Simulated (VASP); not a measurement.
# BAs: the band gap, functional by functional, part 3 of 3

How does the band gap of BAs depend on the functional? The starting structure is a measured crystal structure from the Crystallography Open Database. Cell and atoms stay as given. Meshes and data sets differ where the inputs say so.

VASP 6.6.1.

Results so far: LDA 1.125 eV; PBE 1.174 eV; r2SCAN 1.371 eV; TB-mBJ 1.757 eV; LDA + spin-orbit coupling 1.055 eV; r2SCAN + spin-orbit coupling 1.302 eV; TB-mBJ + spin-orbit coupling 1.697 eV; HSE06 1.865 eV.

### 10. Bands with PBE0

Level of this step: PBE0; plane waves and PAW (As, B) (VASP).

PBE0 keeps a quarter of exact exchange at all ranges; it tends to overshoot small gaps. This run uses a 5×5×5 mesh. It starts from the orbitals of an earlier run, not shown.

INCAR

```
SYSTEM = BAs
PREC = Accurate
ENCUT = 370
EDIFF = 1E-06
NELM = 100
ISMEAR = 0
SIGMA = 0.03
LREAL = .FALSE.
ALGO = Normal
LHFCALC = .TRUE.
AEXX = 0.25
GGA = PE
LASPH = .TRUE.
NBANDS = 10
PRECFOCK = Fast
HFRCUT = -1
LORBIT = 11
LWAVE = .FALSE.
LCHARG = .FALSE.
KPAR = 4
```

POSCAR

```
BAs
1.0
    0.0000000000      2.3885000000      2.3885000000
    2.3885000000      0.0000000000      2.3885000000
    2.3885000000      2.3885000000      0.0000000000
As B
1 1
Direct
    0.7500000000      0.7500000000      0.7500000000
    0.0000000000      0.0000000000      0.0000000000
```

KPOINTS

```
Automatic mesh
0
Gamma
5 5 5
0 0 0
```

KPOINTS_OPT

```
Line mode
10
Line-mode
Reciprocal
  0.00000000   0.00000000   0.00000000 GAMMA
  0.50000000   0.00000000   0.50000000 X

  0.50000000   0.00000000   0.50000000 X
  0.50000000   0.25000000   0.75000000 W

  0.50000000   0.25000000   0.75000000 W
  0.37500000   0.37500000   0.75000000 K

  0.37500000   0.37500000   0.75000000 K
  0.00000000   0.00000000   0.00000000 GAMMA

  0.00000000   0.00000000   0.00000000 GAMMA
  0.50000000   0.50000000   0.50000000 L

  0.50000000   0.50000000   0.50000000 L
  0.62500000   0.25000000   0.62500000 U

  0.62500000   0.25000000   0.62500000 U
  0.50000000   0.25000000   0.75000000 W

  0.50000000   0.25000000   0.75000000 W
  0.50000000   0.50000000   0.50000000 L

  0.50000000   0.50000000   0.50000000 L
  0.37500000   0.37500000   0.75000000 K

  0.62500000   0.25000000   0.62500000 U
  0.50000000   0.00000000   0.50000000 X
```

PAW data sets: As and B (PBE family, release 64).

Launch:

```console
$ mpirun -np 4 vasp_std
```

Numbers of over 12 decimals in the logs are rounded to 6 here.

Log:

```text
[banner, memory and clock lines left out]
running    4 mpi-ranks, on    1 nodes
[...]
LDA part: xc-table for (Slater+PW92), standard interpolation
 found WAVECAR, reading the header
 POSCAR, INCAR and KPOINTS ok, starting setup
[...]
HFRCUT set to (new)   9.334170
 reading WAVECAR
 the WAVECAR file was read successfully
 initial charge from wavefunction
 entering main loop
       N       E                     dE             d eps       ncg     rms          rms(c)
DAV:   1    -0.141235745341E+02   -0.14124E+02   -0.78106E-01   204   0.648E+00    0.261E+00
DAV:   2    -0.141286735234E+02   -0.50990E-02   -0.10281E-02   226   0.696E-01    0.171E+00
DAV:   3    -0.141272527303E+02    0.14208E-02   -0.12548E-03   218   0.193E-01    0.988E-01
DAV:   4    -0.141268182645E+02    0.43447E-03   -0.41848E-04   220   0.105E-01    0.542E-01
DAV:   5    -0.141266777878E+02    0.14048E-03   -0.70629E-05   220   0.542E-02    0.303E-01
DAV:   6    -0.141266288820E+02    0.48906E-04   -0.18145E-05   242   0.331E-02    0.171E-01
DAV:   7    -0.141266139118E+02    0.14970E-04   -0.69806E-06   222   0.203E-02    0.968E-02
DAV:   8    -0.141266098166E+02    0.40952E-05   -0.21771E-06   214   0.115E-02    0.544E-02
DAV:   9    -0.141266089012E+02    0.91539E-06   -0.68084E-07   112   0.650E-03
   1 F= -.14126609E+02 E0= -.14126609E+02  d E =-.499901E-12
 Start KPOINTS_OPT (optional k-point list driver)
k-point batch [1-10\100]
       N       E                     dE             ncg
DAV:   1     0.200284110373E+03   -0.11474E+04      200
DAV:   2    -0.543669001291E+02   -0.25465E+03      262
DAV:   3    -0.694419090488E+02   -0.15075E+02      248
DAV:   4    -0.695428318492E+02   -0.10092E+00      258
DAV:   5    -0.695434682698E+02   -0.63642E-03      252
DAV:   6    -0.695434701201E+02   -0.18503E-05      236
DAV:   7    -0.695434701266E+02   -0.65101E-08      216
[...]
k-point batch [91-100\100]
       N       E                     dE             ncg
DAV:   1    -0.430334154597E+01   -0.28997E+04      200
DAV:   2    -0.192411868932E+03   -0.18811E+03      282
DAV:   3    -0.198838248247E+03   -0.64264E+01      274
DAV:   4    -0.198882925331E+03   -0.44677E-01      276
DAV:   5    -0.198883047218E+03   -0.12189E-03      256
DAV:   6    -0.198883047422E+03   -0.20419E-06      248
```

Elapsed: 85 s, on 4 MPI ranks of Intel Xeon Platinum 8375C at 2.90GHz (Ice Lake), shared host; peak memory 0.53 GiB; 5.5 min of CPU time.

Parts of OUTCAR (step 10):

```text
 POSITION                                       TOTAL-FORCE (eV/Angst)
 -----------------------------------------------------------------------------------
      3.58275      3.58275      3.58275        -0.000000     -0.000000     -0.000000
      0.00000      0.00000      0.00000         0.000000      0.000000      0.000000
 -----------------------------------------------------------------------------------
    total drift:                               -0.000001     -0.000001     -0.000001

  FREE ENERGIE OF THE ION-ELECTRON SYSTEM (eV)
  ---------------------------------------------------
  free  energy   TOTEN  =       -14.1266089012 eV

  energy  without entropy=      -14.1266089012  energy(sigma->0) =      -14.12660890

[... 2 parts as in an earlier step ...]

[... 1 further part left out ...]
[key lines of the parts left out:]
E-fermi :   5.5010
```

PBE0 gives a least gap of 2.550 eV, and a least direct gap of 4.816 eV. The least gap is +1.425 eV from that of LDA, on another mesh, which alone can move a gap by some hundredths of an eV.

### 11. Comparison

```csv
level,gap (eV),least direct gap (eV),mesh,core minutes
LDA,1.125,3.249,8×8×8,0.387
PBE,1.174,3.27,8×8×8,0.36
r2SCAN,1.371,3.445,8×8×8,1.09
TB-mBJ,1.757,3.793,8×8×8,1.33
LDA + spin-orbit coupling,1.055,3.038,6×6×6,0.827
r2SCAN + spin-orbit coupling,1.302,3.244,6×6×6,3.6
TB-mBJ + spin-orbit coupling,1.697,3.604,6×6×6,3.47
HSE06,1.865,4.14,5×5×5,6.8
PBE0,2.55,4.816,5×5×5,5.67
```

Core minutes are wall time times ranks of the run shown, on a shared host.

### 12. Results

- gap, LDA: 1.125 eV
- gap, PBE: 1.174 eV
- gap, r2SCAN: 1.371 eV
- gap, TB-mBJ: 1.757 eV
- gap, LDA + spin-orbit coupling: 1.055 eV
- gap, r2SCAN + spin-orbit coupling: 1.302 eV
- gap, TB-mBJ + spin-orbit coupling: 1.697 eV
- gap, HSE06: 1.865 eV
- gap, PBE0: 2.550 eV

In words: Without spin-orbit coupling the gap of BAs runs from 1.125 eV (LDA) to 2.550 eV (PBE0). HSE06 gives +0.69 eV from PBE, on another mesh, which alone can move a gap by some hundredths of an eV. TB-mBJ lies -0.11 eV from HSE06, on another mesh, which alone can move a gap by some hundredths of an eV. Spin-orbit coupling changes the LDA gap by -0.070 eV, on another mesh, which alone can move a gap by some hundredths of an eV (LASPH differs too). Spin-orbit coupling changes the r2SCAN gap by -0.069 eV, on another mesh, which alone can move a gap by some hundredths of an eV. Spin-orbit coupling changes the TB-mBJ gap by -0.060 eV, on another mesh, which alone can move a gap by some hundredths of an eV. LASPH is on in some of these runs and off in others, which adds a little to the differences. These are gaps between Kohn-Sham or generalised Kohn-Sham levels of a static lattice, without excitons or temperature. Further runs on this material are not shown.

[Lines on the potential files, build, host, timing and source positions are cut from VASP's logs without a mark.]

[Logs are printed without paths, hosts, clocks, repeated set-up lines and the standing remarks that a program may print on its own settings, such as how far it seeks lower states.]

[Hosts, paths, dates, database ids (printed as entryN), source tags and the programs' standing remarks are cut or masked in the printed files.]
